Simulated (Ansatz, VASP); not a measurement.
**Two plane-wave programs on AlC**

Contents of INCAR:

```
SYSTEM = AlC
ALGO = Normal
EDIFF = 1E-7
EDIFFG = -0.04
ENCUT = 600
GGA = PE
IBRION = 2
ISIF = 3
ISMEAR = 0
LASPH = .True.
LCHARG = .False.
LREAL = .False.
LWAVE = .False.
NELM = 80
NSW = 90
PREC = Accurate
SIGMA = 0.1
```

File KPOINTS:

```
k-points
0
Gamma
  6 6 6
  0 0 0
```

Contents of POSCAR:

```
AlC
1.0
    2.9073292300      0.0000000000      0.0000000000
    0.0000000000      2.9073292300      0.0000000000
    0.0000000000      0.0000000000      2.9073292300
Al C
1 1
Direct
    0.5000000000      0.5000000000      0.5000000000
    0.0000000000      0.0000000000      0.0000000000
```

Input for Ansatz:

```yaml
crystal:
  lattice:
    - [2.90732923, 0.0, 0.0]
    - [0.0, 2.90732923, 0.0]
    - [0.0, 0.0, 2.90732923]
  atoms:
    - { symbol: Al, position: [0.5, 0.5, 0.5] }
    - { symbol: C, position: [0.0, 0.0, 0.0] }
basis:
  ecutwfc: 420
kpoints:
  mp_grid: { grid: [6, 6, 6] }
hamiltonian:
  xc: pbe
scf:
  occupations: { method: gaussian, width: 0.1 }
  lower_state_search: "off"
output:
  forces: true
  stress: true
  eigenvalues: true
relax:
  adjacent_minimum: "off"
  f_tol: 0.04
  max_steps: 70
  cell: { stress_tol: 0.4 }
```

Change from the starting cell: species swapped into the TlHg type (Pm-3m, No. 221).

Alike in both runs: task relaxation of cell and atoms; functional PBE; k mesh 6 × 6 × 6; occupations gaussian, width 0.1 eV; no spin polarisation.

|  | VASP | Ansatz |
| --- | --- | --- |
| version | VASP 6.6.1 | Ansatz 0.2.0 |
| potentials or method | VASP PAW PBE potentials, release 64 (Al, C) | scalar-relativistic, plane waves, PAW |
| plane-wave cutoff (eV) | 600 | 420 |
| valence electrons in the cell | 7 | 7 |

Ansatz gave:

```
gap on the k mesh at the Fermi level, each at its own relaxed structure (eV) : none
relaxed volume (Å³/atom)                                                     : 9.75
relaxed cell length with the largest relative difference (Å)                 : 2.691
energy change over the relaxation (meV/atom)                                 : -226
```

Estimate VASP's values.

gap on the k mesh at the Fermi level, each at its own relaxed structure (eV): none; relaxed volume (Å³/atom): 9.73; relaxed cell length with the largest relative difference (Å): 2.690; energy change over the relaxation (meV/atom): -227.

A gap of «none» marks a metal or a gap that the smearing closes.

Caveats: the k mesh is coarse (spacing up to 0.36 Å⁻¹), so the values aren't converged; the volume moved by over 15 % at a fixed basis, so the end points are rough (VASP).
